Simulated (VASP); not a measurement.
Level of theory: r2SCAN meta-GGA, VASP's PBE PAW potentials (set 64) (plane waves; VASP 6.6.1).

A VASP calculation is set up with these files.

POSCAR:
```
PbF2
1
    0.0000000000     2.9591420605     2.9591420605
    2.9591420605     0.0000000000     2.9591420605
    2.9591420605     2.9591420605    -0.0000000000
Pb F
1 2
Direct
  0.0168967893  -0.0168967893  -0.0168967893
  0.2500000000   0.2500000000   0.2500000000
  0.7500000000   0.7500000000   0.7500000000
```

INCAR:
```
LWAVE = .False.
SIGMA = 0.05   ! width (eV)
ISMEAR = 0   ! Gaussian
ALGO = Normal   ! blocked Davidson
ISIF = 2   ! forces and stress, cell fixed
SYSTEM = PbF2
LMAXMIX = 4
LMIXTAU = .True.
LREAL = .False.   ! projection in real space or not
METAGGA = R2SCAN
LCHARG = .False.
LASPH = .True.
EDIFF = 1E-7   ! SCF stop (eV)
NELM = 100   ! most electronic steps
ENCUT = 600   ! plane-wave cut-off (eV)
PREC = Accurate
```

**KPOINTS**
```
Automatic mesh
0
Gamma
6 6 6
0 0 0
```

POTCAR, in this order: Pb_d F (PBE.64 set). Program: vasp_std.

What VASP printed:

**OUTCAR**
```
 ion  position               nearest neighbor table
   1  0.017  0.983  0.983-   3 2.51   3 2.51   2 2.51   2 2.51   3 2.62   3 2.62   2 2.62   2 2.62
  LATTYP: Found a face centered cubic cell.
 ALAT       =     5.9182841210
 Subroutine PRICEL returns:
 Original cell was already a primitive cell.
 Subroutine GETGRP returns: Found  8 space group operations
The static configuration has the point symmetry C_4v.
The dynamic configuration has the point symmetry C_4v.
 Subroutine INISYM returns: Found  8 space group operations
 Subroutine IBZKPT returns following result:
 Found     30 irreducible k-points:

 Following reciprocal coordinates:
            Coordinates               Weight
  0.000000  0.000000  0.000000      1.000000
  0.166667  0.000000  0.000000      8.000000
  0.333333  0.000000  0.000000      8.000000
  0.500000  0.000000  0.000000      4.000000
  0.166667  0.166667  0.000000      4.000000
  0.000000  0.166667  0.166667      2.000000
  0.333333  0.166667  0.000000     16.000000
  0.000000  0.333333  0.166667      8.000000
  0.500000  0.166667  0.000000     16.000000
  0.000000  0.500000  0.166667      8.000000
 -0.333333  0.166667  0.000000     16.000000
  0.000000 -0.333333  0.166667      8.000000
 -0.166667  0.166667  0.000000      8.000000
  0.000000 -0.166667  0.166667      4.000000
  0.333333  0.333333  0.000000      4.000000
  0.000000  0.333333  0.333333      2.000000
  0.500000  0.333333  0.000000     16.000000
  0.000000  0.500000  0.333333      8.000000
 -0.333333  0.333333  0.000000      8.000000
  0.000000 -0.333333  0.333333      4.000000
  0.500000  0.500000  0.000000      2.000000
  0.000000  0.500000  0.500000      1.000000
  0.500000  0.333333  0.166667      8.000000
  0.166667  0.500000  0.333333      8.000000
  0.333333  0.166667  0.500000      8.000000
...
```

OSZICAR:
```
       N       E                     dE             d eps       ncg     rms          rms(c)
DAV:   1     0.268113554547E+03    0.26811E+03   -0.16604E+04  1080   0.200E+03
DAV:   2    -0.499575198626E+02   -0.31807E+03   -0.30541E+03  1212   0.494E+02
DAV:   3    -0.792917316161E+02   -0.29334E+02   -0.29078E+02  1268   0.164E+02
DAV:   4    -0.801525854629E+02   -0.86085E+00   -0.85948E+00  1166   0.290E+01
DAV:   5    -0.801815419480E+02   -0.28956E-01   -0.28954E-01  1218   0.544E+00    0.694E+00
DAV:   6    -0.709838982780E+02    0.91976E+01   -0.59887E+00  1388   0.385E+01    0.220E+00
DAV:   7    -0.699030311128E+02    0.10809E+01   -0.14765E+00  1090   0.152E+01    0.171E+00
DAV:   8    -0.724909740753E+02   -0.25879E+01   -0.74156E-01  1086   0.102E+01    0.808E-01
DAV:   9    -0.694498953489E+02    0.30411E+01   -0.85808E-01  1080   0.879E+00    0.109E+00
DAV:  10    -0.701501034199E+02   -0.70021E+00   -0.54746E-01  1080   0.642E+00    0.160E-01
DAV:  11    -0.701328188721E+02    0.17285E-01   -0.18727E-02  1152   0.162E+00    0.276E-01
DAV:  12    -0.701340500655E+02   -0.12312E-02   -0.93879E-03  1080   0.814E-01    0.447E-01
DAV:  13    -0.701566763403E+02   -0.22626E-01   -0.22366E-02  1080   0.170E+00    0.218E-01
DAV:  14    -0.701572033097E+02   -0.52697E-03   -0.18832E-03  1080   0.449E-01    0.143E-01
DAV:  15    -0.701585656484E+02   -0.13623E-02   -0.26779E-04  1080   0.203E-01    0.142E-01
DAV:  16    -0.701585055536E+02    0.60095E-04   -0.18094E-03  1336   0.330E-01    0.153E-02
DAV:  17    -0.701588136780E+02   -0.30812E-03   -0.11935E-04  1084   0.124E-01    0.907E-03
DAV:  18    -0.701588191962E+02   -0.55182E-05   -0.10045E-05  1312   0.443E-02    0.308E-03
DAV:  19    -0.701588457692E+02   -0.26573E-04   -0.51296E-06  1084   0.296E-02    0.250E-03
DAV:  20    -0.701588536940E+02   -0.79248E-05   -0.21242E-06  1080   0.193E-02    0.265E-03
DAV:  21    -0.701588537825E+02   -0.88520E-07   -0.12161E-06  1092   0.103E-02    0.875E-04
DAV:  22    -0.701588539435E+02   -0.16100E-06   -0.19070E-07  1074   0.472E-03    0.981E-04
DAV:  23    -0.701588539889E+02   -0.45344E-07   -0.17451E-08   568   0.169E-03
   1 F= -.70158854E+02 E0= -.70158854E+02  d E =-.271985E-16
```

OUTCAR:
```
------------------------ aborting loop because EDIFF is reached ----------------------------------------
  FORCE on cell =-STRESS in cart. coord.  units (eV):
  Direction    XX          YY          ZZ          XY          YZ          ZX
  --------------------------------------------------------------------------------------
  Total        0.0928105      0.0669547      0.0669547      0.0000000     -0.0000000      0.0000000
  in kB        2.8693291      2.0699706      2.0699706      0.0000000     -0.0000000      0.0000000
  external PRESSURE =       2.3364235 kB  Pullay stress =       0.0000000 kB
  volume of cell :       51.82
      direct lattice vectors                 reciprocal lattice vectors
     0.000000000  2.959142061  2.959142061    -0.168967893  0.168967893  0.168967893
     2.959142061  0.000000000  2.959142061     0.168967893 -0.168967893  0.168967893
     2.959142061  2.959142061  0.000000000     0.168967893  0.168967893 -0.168967893
 POSITION                                       TOTAL-FORCE (eV/Angst)
 -----------------------------------------------------------------------------------
      5.81828      2.95914      2.95914         0.160235      0.000000      0.000000
      1.47957      1.47957      1.47957        -0.080118      0.000000      0.000000
      4.43871      4.43871      4.43871        -0.080118      0.000000      0.000000
 -----------------------------------------------------------------------------------
    total drift:                                0.000941      0.000000      0.000000
  FREE ENERGIE OF THE ION-ELECTRON SYSTEM (eV)
  ---------------------------------------------------
  free  energy   TOTEN  =       -70.1588539889 eV

  energy  without entropy=      -70.1588539889  energy(sigma->0) =      -70.15885399
```
(Selected blocks of OUTCAR.)

The compound is PbF2 in the fluorite structure, the β form. This cell was strained or had an atom moved on purpose.
